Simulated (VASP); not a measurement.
Crystal: ZnGe3.

```
CELL_PARAMETERS angstrom
5.82892 0.00000 0.00000
-2.91446 5.04799 0.00000
0.00000 0.00000 5.12277
ATOMIC_POSITIONS crystal
Ge 0.16842 0.33684 0.25000
Ge 0.16842 0.83158 0.25000
Ge 0.66316 0.83158 0.25000
Ge 0.83158 0.66316 0.75000
Ge 0.83158 0.16842 0.75000
Ge 0.33684 0.16842 0.75000
Zn 0.33333 0.66667 0.75000
Zn 0.66667 0.33333 0.25000
```

The cell comes from a database or a generator and needn't be the stable form of this composition.

```yaml
Program: VASP 6.6.1
Task: single point
Functional: PBE
Potentials_or_basis: VASP PAW PBE potentials, release 64 (Ge_d, Zn)
Cutoff: 520 eV
k_mesh: 5 × 5 × 5
Occupations: fermi-dirac, width 0.05 eV
Spin: no spin polarisation
```

On this cell: pressure -0.3 GPa; largest force 0.009 eV/Å; band gap on the k mesh none (metal or under the smearing width).

The same run follows on a disturbed copy (atoms moved at random, drawn with an rms of 0.05 Å):

```
CELL_PARAMETERS angstrom
5.82892 0.00000 0.00000
-2.91446 5.04799 0.00000
0.00000 0.00000 5.12277
ATOMIC_POSITIONS crystal
Ge 0.16129 0.32762 0.24954
Ge 0.16897 0.82660 0.25889
Ge 0.65821 0.83406 0.25344
Ge 0.83469 0.66826 0.74453
Ge 0.83183 0.16969 0.74951
Ge 0.33628 0.16691 0.74901
Zn 0.32840 0.66056 0.75165
Zn 0.67281 0.33959 0.25667
```

Problem. What does the disturbed cell give?

Solution. The energy (extrapolated to zero smearing) moves by +1.3 meV/atom; pressure -0.3 GPa; largest force 0.122 eV/Å; band gap on the k mesh none (metal or under the smearing width).

Forces in eV/Å, atoms in the order of the input:
```
Ge   0.089  0.016 -0.048
Ge   0.007  0.041 -0.104
Ge   0.001 -0.059 -0.071
Ge  -0.053 -0.027  0.107
Ge  -0.035 -0.031  0.071
Ge   0.031  0.035  0.075
Zn   0.048  0.033  0.033
Zn  -0.089 -0.008 -0.061
```

Stress tensor (GPa, compression positive):
```
-0.51 -0.05 -0.02
-0.05 -0.63  0.02
-0.02  0.02  0.37
```
